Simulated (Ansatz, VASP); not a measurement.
# TiClO (TiClO monolayer): VASP beside Ansatz, part 2 of 3

Aim: how closely do two programs agree when they are given the same cell, functional and k mesh? The cell is taken from a series of runs on this material, whose earlier steps may have relaxed, scaled, displaced or heated it; both programs get it as it stands.

VASP 6.6.1 and Ansatz 0.2.0.

So far: Set-up; Ansatz: single point, PBEsol, DFT+U, pair 1.

### Step 3. VASP: single point, PBEsol, DFT+U, pair 1

Level of this step: PBEsol, DFT+U (Ti d 2.1 eV), spin-polarised from a ferromagnetic start; plane waves and PAW (Ti_sv, Cl, O) (VASP).

The same cell, functional, mesh and smearing now go to VASP, with its own data sets.

Lines of VASP's logs that name or quote its potential files are left out, and so is its time.

Input file INCAR:

```
SYSTEM = TiClO
PREC = Accurate
ENCUT = 520
EDIFF = 1E-06
NELM = 200
ISMEAR = -1
SIGMA = 0.04
LREAL = .FALSE.
ALGO = Normal
GGA = PS
NBANDS = 70
ISPIN = 2
MAGMOM = 0.67 0.67 0.67 0.67 0 0 0 0 -0.02 -0.02 -0.02 -0.02
LDAU = .TRUE.
LDAUTYPE = 2
LDAUL = 2 -1 -1
LDAUU = 2.1 0 0
LDAUJ = 0 0 0
LDAUPRINT = 1
LASPH = .TRUE.
LMAXMIX = 4
LORBIT = 11
LWAVE = .FALSE.
LCHARG = .FALSE.
ISIF = 2
GGA_COMPAT = .FALSE.
KPAR = 2
```

Input file POSCAR:

```
TiClO
1.0
    3.3800000000      0.0000000000      0.0000000000
    0.0000000000      7.5800000000      0.0000000000
    0.0000000000      0.0000000000     20.1392000000
Ti Cl O
4 4 4
Direct
    0.0000000000      0.2500000000      0.5486440000
    0.0000000000      0.7500000000      0.5486440000
    0.5000000000      0.0000000000      0.4513560000
    0.5000000000      0.5000000000      0.4513560000
    0.5000000000      0.2500000000      0.6275920000
    0.5000000000      0.7500000000      0.6275920000
    0.0000000000      0.0000000000      0.3724080000
    0.0000000000      0.5000000000      0.3724080000
    0.5000000000      0.2500000000      0.4740830000
    0.5000000000      0.7500000000      0.4740830000
    0.0000000000      0.0000000000      0.5259170000
    0.0000000000      0.5000000000      0.5259170000
```

Input file KPOINTS:

```
Automatic mesh
0
Gamma
8 4 1
0 0 0
```

Potentials, in the order of the species: Ti_sv, Cl and O (PBE family, release 64).

Started as:

```sh
$ mpirun -np 2 vasp_std
```

Numbers of over 12 decimals in the logs are rounded to 6 here.

The program printed:

```text
[banner, memory and clock lines left out]
running    2 mpi-ranks, on    1 nodes
 distrk:  each k-point on    1 cores,    2 groups
 distr:  one band on    1 cores,    1 groups

 POSCAR found type information on POSCAR TiClO
 POSCAR found :  3 types and      12 ions
|                                                                             |
|               ----> ADVICE to this user running VASP <----                  |
|                                                                             |
|     You enforced a specific xc type in the INCAR file but a different       |
|     [... a line on the potential file left out ...]
|     I HOPE YOU KNOW WHAT YOU ARE DOING!                                     |
|                                                                             |

 LDA part: xc-table for (Slater+PW92), standard interpolation
 POSCAR, INCAR and KPOINTS ok, starting setup
 FFT: planning ... GRIDC
 FFT: planning ... GRID_SOFT
 FFT: planning ... GRID
 WAVECAR not read
 entering main loop
       N       E                     dE             d eps       ncg     rms          rms(c)
DAV:   1     0.121241721084E+04    0.12124E+04   -0.46640E+04  4760   0.127E+03
DAV:   2     0.859258917908E+02   -0.11265E+04   -0.10864E+04  5346   0.376E+02
DAV:   3    -0.850559058793E+02   -0.17098E+03   -0.16911E+03  5562   0.150E+02
DAV:   4    -0.100515814419E+03   -0.15460E+02   -0.15391E+02  6856   0.424E+01
DAV:   5    -0.102008934329E+03   -0.14931E+01   -0.14924E+01  6304   0.928E+00    0.330E+01
DAV:   6    -0.835944736893E+02    0.18414E+02   -0.83838E+01  6242   0.561E+01    0.131E+01
DAV:   7    -0.841055061011E+02   -0.51103E+00   -0.12468E+01  5588   0.175E+01    0.970E+00
DAV:   8    -0.842733443694E+02   -0.16784E+00   -0.46334E+00  5220   0.645E+00    0.445E+00
DAV:   9    -0.843602413953E+02   -0.86897E-01   -0.39576E-01  5260   0.378E+00    0.269E+00
DAV:  10    -0.843656856285E+02   -0.54442E-02   -0.10818E-01  5456   0.199E+00    0.114E+00
DAV:  11    -0.844096284929E+02   -0.43943E-01   -0.31555E-02  5898   0.944E-01    0.544E-01
DAV:  12    -0.844865645747E+02   -0.76936E-01   -0.14991E-02  5358   0.515E-01    0.401E-01
DAV:  13    -0.845400869715E+02   -0.53522E-01   -0.80882E-03  5230   0.255E-01    0.282E-01
DAV:  14    -0.846276962069E+02   -0.87609E-01   -0.14684E-02  5294   0.256E-01    0.198E-01
[...]
DAV:  22    -0.847305535211E+02   -0.11253E-03   -0.89700E-06  4226   0.591E-03    0.218E-03
DAV:  23    -0.847306027728E+02   -0.49252E-04   -0.29200E-06  4018   0.339E-03    0.127E-03
DAV:  24    -0.847306279103E+02   -0.25138E-04   -0.97374E-07  3692   0.194E-03    0.727E-04
DAV:  25    -0.847306388351E+02   -0.10925E-04   -0.32926E-07  3288   0.118E-03    0.390E-04
DAV:  26    -0.847306472158E+02   -0.83807E-05   -0.40799E-07  3340   0.102E-03    0.286E-04
DAV:  27    -0.847306504937E+02   -0.32779E-05   -0.15387E-07  3140   0.721E-04    0.182E-04
DAV:  28    -0.847306517604E+02   -0.12667E-05   -0.10657E-07  3018   0.511E-04    0.589E-05
DAV:  29    -0.847306523310E+02   -0.57059E-06   -0.46468E-08  2974   0.389E-04
   1 F= -.84730652E+02 E0= -.84730602E+02  d E =-.100790E-03  mag=     4.0000
```

From OUTCAR (step 3):

```text
ion  position               nearest neighbor table
   1  0.000  0.250  0.549-  11 1.95  12 1.95   9 2.26   9 2.26   5 2.32   5 2.32
   2  0.000  0.750  0.549-  11 1.95  12 1.95  10 2.26  10 2.26   6 2.32   6 2.32
   3  0.500  0.000  0.451-   9 1.95  10 1.95  11 2.26  11 2.26   7 2.32   7 2.32
   4  0.500  0.500  0.451-   9 1.95  10 1.95  12 2.26  12 2.26   8 2.32   8 2.32
   5  0.500  0.250  0.628-   1 2.32   1 2.32
   6  0.500  0.750  0.628-   2 2.32   2 2.32
   7  0.000  0.000  0.372-   3 2.32   3 2.32
   8  0.000  0.500  0.372-   4 2.32   4 2.32
   9  0.500  0.250  0.474-   3 1.95   4 1.95   1 2.26   1 2.26
  10  0.500  0.750  0.474-   3 1.95   4 1.95   2 2.26   2 2.26
  11  0.000  0.000  0.526-   1 1.95   2 1.95   3 2.26   3 2.26
  12  0.000  0.500  0.526-   1 1.95   2 1.95   4 2.26   4 2.26

  LATTYP: Found a simple orthorhombic cell.
 ALAT       =     3.3800000000
 B/A-ratio  =     2.2426035503
 C/A-ratio  =     5.9583431953

 Subroutine GETGRP returns: Found  8 space group operations
 (whereof  4 operations were pure point group operations)

The static configuration has the point symmetry C_2v.
 The point group associated with its full space group is D_2h.

 Found     15 irreducible k-points:

   k-points           NKPTS =     15   k-points in BZ     NKDIM =     15   number of bands    NBANDS=     70

   dimension x,y,z NGX =    28 NGY =   56 NGZ =  150
   dimension x,y,z NGXF=    56 NGYF=  112 NGZF=  300

   ENCUT  =  520.0 eV  38.22 Ry    6.18 a.u.   6.28 14.09 37.45*2*pi/ulx,y,z

   NELECT =     100.0000    total number of electrons

 k-points in reciprocal lattice and weights: Automatic mesh
   0.00000000  0.00000000  0.00000000       0.031
   0.12500000  0.00000000  0.00000000       0.062
   0.25000000  0.00000000  0.00000000       0.062
   0.37500000  0.00000000  0.00000000       0.062
   0.50000000  0.00000000  0.00000000       0.031
   0.00000000  0.25000000  0.00000000       0.062
   0.12500000  0.25000000  0.00000000       0.125
   0.25000000  0.25000000  0.00000000       0.125
   0.37500000  0.25000000  0.00000000       0.125
[...]
0.37500000  0.50000000  0.00000000       0.062
   0.50000000  0.50000000  0.00000000       0.031

atom =   1  type =  1  l = 2

 onsite density matrix

spin component  1

  0.0720 -0.0000  0.0000 -0.0000  0.0000
 -0.0000  0.0930  0.0000  0.0000 -0.0000
  0.0000  0.0000  0.7061  0.0000 -0.2580
 -0.0000  0.0000  0.0000  0.1527  0.0000
  0.0000 -0.0000 -0.2580  0.0000  0.3498

spin component  2

  0.0626  0.0000  0.0000  0.0000 -0.0000
  0.0000  0.0773  0.0000  0.0000 -0.0000
  0.0000  0.0000  0.0615  0.0000  0.0624
  0.0000  0.0000  0.0000  0.1364 -0.0000
 -0.0000 -0.0000  0.0624 -0.0000  0.1565

 occupancies and eigenvectors

  o =  0.0305  v =  0.0000  0.0000  0.0000  0.0000  0.0000  0.0000 -0.0000 -0.8960  0.0000  0.4441      0.0000  0.0000  0.0000  0.0000  0.0000  0.0000  0.0000  0.0000  0.0000  0.0000
  o =  0.0626  v =  0.0000  0.0000  0.0000  0.0000  0.0000  1.0000  0.0000  0.0000  0.0000  0.0000      0.0000  0.0000  0.0000  0.0000  0.0000  0.0000  0.0000  0.0000  0.0000  0.0000
  o =  0.0720  v =  1.0000  0.0000  0.0000  0.0000  0.0000  0.0000  0.0000  0.0000  0.0000  0.0000      0.0000  0.0000  0.0000  0.0000  0.0000  0.0000  0.0000  0.0000  0.0000  0.0000
  o =  0.0773  v =  0.0000  0.0000  0.0000  0.0000  0.0000  0.0000  1.0000 -0.0000  0.0000  0.0000      0.0000  0.0000  0.0000  0.0000  0.0000  0.0000  0.0000  0.0000  0.0000  0.0000
  o =  0.0930  v =  0.0000  1.0000  0.0000 -0.0000  0.0000  0.0000  0.0000  0.0000  0.0000  0.0000      0.0000  0.0000  0.0000  0.0000  0.0000  0.0000  0.0000  0.0000  0.0000  0.0000
  o =  0.1364  v =  0.0000  0.0000  0.0000  0.0000  0.0000  0.0000  0.0000  0.0000 -1.0000 -0.0000      0.0000  0.0000  0.0000  0.0000  0.0000  0.0000  0.0000  0.0000  0.0000  0.0000
  o =  0.1527  v =  0.0000 -0.0000  0.0000 -1.0000  0.0000  0.0000  0.0000  0.0000  0.0000  0.0000      0.0000  0.0000  0.0000  0.0000  0.0000  0.0000  0.0000  0.0000  0.0000  0.0000
  o =  0.1874  v =  0.0000  0.0000  0.0000  0.0000  0.0000  0.0000  0.0000  0.4441  0.0000  0.8960      0.0000  0.0000  0.0000  0.0000  0.0000  0.0000  0.0000  0.0000  0.0000  0.0000
  o =  0.2144  v =  0.0000 -0.0000  0.4647  0.0000  0.8855  0.0000  0.0000  0.0000  0.0000  0.0000      0.0000  0.0000  0.0000  0.0000  0.0000  0.0000  0.0000  0.0000  0.0000  0.0000
  o =  0.8415  v =  0.0000  0.0000  0.8855  0.0000 -0.4647  0.0000  0.0000  0.0000  0.0000  0.0000      0.0000  0.0000  0.0000  0.0000  0.0000  0.0000  0.0000  0.0000  0.0000  0.0000

atom =   2  type =  1  l = 2

 onsite density matrix

spin component  1

  0.0720 -0.0000 -0.0000 -0.0000  0.0000
 -0.0000  0.0930 -0.0000  0.0000  0.0000
 -0.0000 -0.0000  0.7061  0.0000 -0.2580
 -0.0000  0.0000  0.0000  0.1527  0.0000
[...]
o =  0.1874  v =  0.0000  0.0000  0.0000  0.0000  0.0000  0.0000 -0.0000 -0.4441  0.0000 -0.8960      0.0000  0.0000  0.0000  0.0000  0.0000  0.0000  0.0000  0.0000  0.0000  0.0000
  o =  0.2144  v =  0.0000 -0.0000  0.4647  0.0000  0.8855  0.0000  0.0000  0.0000  0.0000  0.0000      0.0000  0.0000  0.0000  0.0000  0.0000  0.0000  0.0000  0.0000  0.0000  0.0000
  o =  0.8415  v =  0.0000  0.0000  0.8855 -0.0000 -0.4647  0.0000  0.0000  0.0000  0.0000  0.0000      0.0000  0.0000  0.0000  0.0000  0.0000  0.0000  0.0000  0.0000  0.0000  0.0000

 average (electrostatic) potential at core
       1 -82.7071       2 -82.7071       3 -82.7071       4 -82.7071       5 -97.6559
       6 -97.6559       7 -97.6559       8 -97.6559       9 -77.2156      10 -77.2156
      11 -77.2156      12 -77.2156

 E-fermi :  -0.6835

 spin component 1
 k-point     1 :       0.0000    0.0000    0.0000
  band No.  band energies     occupation
    ...
     48      -4.1358      1.00000
     49      -1.9524      1.00000
     50      -1.9524      1.00000
     51      -1.9452      1.00000
     52      -1.7184      1.00000
     53      -0.4369      0.00210
     54       0.4349      0.00000
     55       0.9532      0.00000
     56       0.9532      0.00000
     57       0.9741      0.00000
    ...

 k-point     2 :       0.1250    0.0000    0.0000
  band No.  band energies     occupation
    ...
     48      -4.4748      1.00000
     49      -1.7274      1.00000
     50      -1.7264      1.00000
     51      -1.7264      1.00000
     52      -1.5174      1.00000
     53      -0.4120      0.00113
     54       0.3594      0.00000
     55       0.8564      0.00000
     56       0.8564      0.00000
     57       0.9570      0.00000
    ...

 k-point     3 :       0.2500    0.0000    0.0000
  band No.  band energies     occupation
    ...
     48      -4.6584      1.00000
     49      -1.3678      1.00000
     50      -1.3678      1.00000
     51      -1.3673      1.00000
     52      -1.2277      1.00000
     53      -0.3202      0.00011
     54       0.1938      0.00000
     55       0.6374      0.00000
     56       0.6374      0.00000
     57       0.8773      0.00000
    ...

 k-point     4 :       0.3750    0.0000    0.0000
  band No.  band energies     occupation
    ...
     48      -4.5731      1.00000
     49      -1.1270      0.99998
     50      -1.1270      0.99998
     51      -1.1256      0.99998
     52      -1.0574      0.99991
     53      -0.1627      0.00000
     54       0.0516      0.00000
     55       0.3562      0.00000
     56       0.3562      0.00000
     57       0.6715      0.00000
    ...

 k-point     5 :       0.5000    0.0000    0.0000
  band No.  band energies     occupation
    ...
     48      -4.5275      1.00000
     49      -1.0301      0.99983
     50      -1.0301      0.99983
     51      -1.0287      0.99982
     52      -1.0287      0.99982
     53      -0.0318      0.00000
     54      -0.0318      0.00000
     55       0.2122      0.00000
     56       0.2122      0.00000
     57       0.6529      0.00000
    ...

 k-point     6 :       0.0000    0.2500    0.0000
  band No.  band energies     occupation
    ...
     48      -4.3099      1.00000
     49      -1.9502      1.00000
     50      -1.9068      1.00000
     51      -1.8850      1.00000
     52      -1.7401      1.00000
     53      -0.1689      0.00000
     54       0.5062      0.00000
     55       0.7616      0.00000
     56       0.8410      0.00000
     57       0.8430      0.00000
    ...

  Total        7.7778662      2.2009053      5.3330459      0.0000000      0.0000000      0.0000000
  in kB       24.1514344      6.8341392     16.5599028      0.0000000      0.0000000      0.0000000
  external PRESSURE =      15.8484921 kB  Pullay stress =       0.0000000 kB

  energy-cutoff  :      520.00
  volume of cell :      515.97
      direct lattice vectors                 reciprocal lattice vectors
     3.380000000  0.000000000  0.000000000     0.295857988  0.000000000  0.000000000
     0.000000000  7.580000000  0.000000000     0.000000000  0.131926121  0.000000000
     0.000000000  0.000000000 20.139200000     0.000000000  0.000000000  0.049654405

 POSITION                                       TOTAL-FORCE (eV/Angst)
 -----------------------------------------------------------------------------------
      0.00000      1.89500     11.04925         0.000000     -0.000000     -1.291677
      0.00000      5.68500     11.04925         0.000000     -0.000000     -1.291677
      1.69000      0.00000      9.08995        -0.000000      0.000000      1.291677
      1.69000      3.79000      9.08995        -0.000000     -0.000000      1.291677
      1.69000      1.89500     12.63920        -0.000000      0.000000      1.141696
      1.69000      5.68500     12.63920        -0.000000      0.000000      1.141696
      0.00000      0.00000      7.50000         0.000000      0.000000     -1.141696
      0.00000      3.79000      7.50000         0.000000      0.000000     -1.141696
      1.69000      1.89500      9.54765         0.000000      0.000000      0.559879
      1.69000      5.68500      9.54765         0.000000     -0.000000      0.559879
      0.00000      0.00000     10.59155        -0.000000      0.000000     -0.559879
      0.00000      3.79000     10.59155        -0.000000      0.000000     -0.559879
 -----------------------------------------------------------------------------------
    total drift:                                0.000000      0.000000      0.000000

  FREE ENERGIE OF THE ION-ELECTRON SYSTEM (eV)
  ---------------------------------------------------
  free  energy   TOTEN  =       -84.7306523310 eV

  energy  without entropy=      -84.7305515405  energy(sigma->0) =      -84.73060194

 total charge
# of ion       s       p       d       tot
------------------------------------------
    1        2.181   6.194   1.843  10.218
    2        2.181   6.194   1.843  10.218
    3        2.181   6.194   1.843  10.218
    4        2.181   6.194   1.843  10.218
    5        1.591   3.562   0.000   5.152
    6        1.591   3.562   0.000   5.152
    7        1.591   3.562   0.000   5.152
    8        1.591   3.562   0.000   5.152
    9        1.558   3.497   0.000   5.055
   10        1.558   3.497   0.000   5.055
   11        1.558   3.497   0.000   5.055
   12        1.558   3.497   0.000   5.055
--------------------------------------------------
tot         21.319  53.013   7.373  81.704

 magnetization (x)
# of ion       s       p       d       tot
------------------------------------------
    1        0.009   0.007   0.875   0.890
    2        0.009   0.007   0.875   0.890
    3        0.009   0.007   0.875   0.890
    4        0.009   0.007   0.875   0.890
    5       -0.001  -0.005   0.000  -0.005
    6       -0.001  -0.005   0.000  -0.005
    7       -0.001  -0.005   0.000  -0.005
    8       -0.001  -0.005   0.000  -0.005
    9       -0.001  -0.016   0.000  -0.017
   10       -0.001  -0.016   0.000  -0.017
   11       -0.001  -0.016   0.000  -0.017
   12       -0.001  -0.016   0.000  -0.017
--------------------------------------------------
tot          0.027  -0.057   3.500   3.471

[... 6 further parts left out ...]
```

### Step 4. Comparison

Known differences besides the potentials themselves: VASP starts from the moments at which Ansatz ended; U acts on the PAW sphere in VASP and on atomic orbitals in Ansatz, so only states and trends compare; the cutoff is 420 eV in Ansatz and 520 eV in VASP; Ansatz makes its cores anew for this functional, VASP keeps those of its PBE data sets; site moments are counted in spheres of each program's own size. Total energies have different zeros and are not compared.

Both answers:

```
          quantity  Ansatz  VASP  difference
 total moment (μB)    4.00  4.00        0.00
moment on Ti1 (μB)    0.67  0.89       -0.22
moment on Ti2 (μB)    0.67  0.89       -0.22
moment on Ti3 (μB)    0.67  0.89       -0.22
moment on Ti4 (μB)    0.67  0.89       -0.22
```

With vacuum in the cell, a pressure given here is an average over mostly empty space and none of the material.

### Step 5. Ansatz: single point, PBEsol, DFT+U, pair 2

With cell and atoms fixed, the geometry can't cause a difference; cores, projectors, grids and the points listed under the comparison can.

The cell is taken from a series of runs on this material, whose earlier steps may have relaxed, scaled, displaced or heated it; both programs get it as it stands.

Input file input.yaml:

```yaml
crystal:
  lattice:
    - [3.38, 0.0, 0.0]
    - [0.0, 7.58, 0.0]
    - [0.0, 0.0, 20.1392]
  atoms:
    - { symbol: Ti, position: [0.0, 0.25, 0.548644], spin: 1.0 }
    - { symbol: Ti, position: [0.0, 0.75, 0.548644], spin: -1.0 }
    - { symbol: Ti, position: [0.5, 0.0, 0.451356], spin: 1.0 }
    - { symbol: Ti, position: [0.5, 0.5, 0.451356], spin: -1.0 }
    - { symbol: Cl, position: [0.5, 0.25, 0.627592] }
    - { symbol: Cl, position: [0.5, 0.75, 0.627592] }
    - { symbol: O, position: [0.5, 0.25, 0.474083] }
    - { symbol: O, position: [0.5, 0.75, 0.474083] }
    - { symbol: O, position: [0.0, 0.0, 0.525917] }
    - { symbol: O, position: [0.0, 0.5, 0.525917] }
    - { symbol: Cl, position: [0.0, 0.0, 0.372408] }
    - { symbol: Cl, position: [0.0, 0.5, 0.372408] }
magnetization:
  spin_polarized: true
kpoints:
  mp_grid: { grid: [8, 4, 1] }
hamiltonian:
  xc: pbesol
  hubbard:
    sites:
      - { species: Ti, l: d, u_eff: 2.1 }
      - { site: 0, l: d, u_eff: 2.1, starting_ns: [{ spin: up, occupation_matrix: ti1_major }, { spin: down, occupation_matrix: ti1_minor }] }
      - { site: 1, l: d, u_eff: 2.1, starting_ns: [{ spin: up, occupation_matrix: ti1_minor }, { spin: down, occupation_matrix: ti1_major }] }
      - { site: 2, l: d, u_eff: 2.1, starting_ns: [{ spin: up, occupation_matrix: ti2_major }, { spin: down, occupation_matrix: ti2_minor }] }
      - { site: 3, l: d, u_eff: 2.1, starting_ns: [{ spin: up, occupation_matrix: ti2_minor }, { spin: down, occupation_matrix: ti2_major }] }
    projectors: ortho-atomic
    occupation_matrices:
      ti1_major:
        matrix:
          - [0.826, 0.0, 0.0, -0.295, 0.0]
          - [0.0, 0.216, 0.0, 0.0, 0.0]
          - [0.0, 0.0, 0.142, 0.0, 0.0]
          - [-0.295, 0.0, 0.0, 0.418, 0.0]
          - [0.0, 0.0, 0.0, 0.0, 0.127]
      ti1_minor:
        matrix:
          - [0.098, 0.0, 0.0, 0.066, 0.0]
          - [0.0, 0.197, 0.0, 0.0, 0.0]
          - [0.0, 0.0, 0.121, 0.0, 0.0]
          - [0.066, 0.0, 0.0, 0.2, 0.0]
          - [0.0, 0.0, 0.0, 0.0, 0.113]
      ti2_major:
        matrix:
          - [0.826, 0.0, 0.0, -0.295, 0.0]
          - [0.0, 0.216, 0.0, 0.0, 0.0]
          - [0.0, 0.0, 0.142, 0.0, 0.0]
          - [-0.295, 0.0, 0.0, 0.418, 0.0]
          - [0.0, 0.0, 0.0, 0.0, 0.127]
      ti2_minor:
        matrix:
          - [0.098, 0.0, 0.0, 0.066, 0.0]
          - [0.0, 0.197, 0.0, 0.0, 0.0]
          - [0.0, 0.0, 0.121, 0.0, 0.0]
          - [0.066, 0.0, 0.0, 0.2, 0.0]
          - [0.0, 0.0, 0.0, 0.0, 0.113]
scf:
  occupations: { method: fermi_dirac, width: 0.04 }
output:
  eigenvalues: true
```

Started as:

```sh
$ ansatz run input.yaml --threads 4 --pin off --max-ram 8192MiB --backend cpu --events-out ev --progress --plain --runs-dir out
```

The program printed:

```text
[...]
Crystal: 12 atoms, lattice volume = 515.974 Å³
Basis set: ecut = 420 eV, 10097 PW (Γ)
Bands: 64, of which v1, the nominal top of the filled ones, is band 50 counted from 1 (49 counted from 0)
Symmetry: 4 space group operations
[...]
k-points: 15 of 32
[...]
Starting moments: Σ|m| = 4 μB on 4 of 12 sites
[...]
k-point 1 ↑: bands = [... 46 lower, -3.2626, -3.2181, -1.1746, -1.1310, 1.0805, 1.6253, 1.6511, 1.8629, ... 10 higher]
  k-point 2 ↑: bands = [... 46 lower, -3.2555, -3.2011, -1.1337, -1.1165, 1.4427, 1.5454, 1.6241, 1.7048, ... 10 higher]
  k-point 14 ↓: bands = [... 46 lower, -3.4068, -3.4068, -0.3064, -0.3064, 1.1503, 1.1503, 1.4213, 1.4213, ... 10 higher]
Occupation matrices written to <dir>
[key lines of the parts left out:]
SCF converged after 15 iterations
Magnetization: 0.0000 μB (50.0000 up, 50.0000 down)
Free energy (F): -16393.699937 eV
Fermi energy:    0.298613 eV
```

(Continued in part 3 of 3.)

[Lines on the potential files, build, host, timing and source positions are cut from VASP's logs without a mark.]

[Logs are printed without paths, hosts, clocks, repeated set-up lines and the standing remarks that a program may print on its own settings, such as how far it seeks lower states.]

[Hosts, paths, dates, database ids (printed as entryN), source tags and the programs' standing remarks are cut or masked in the printed files.]
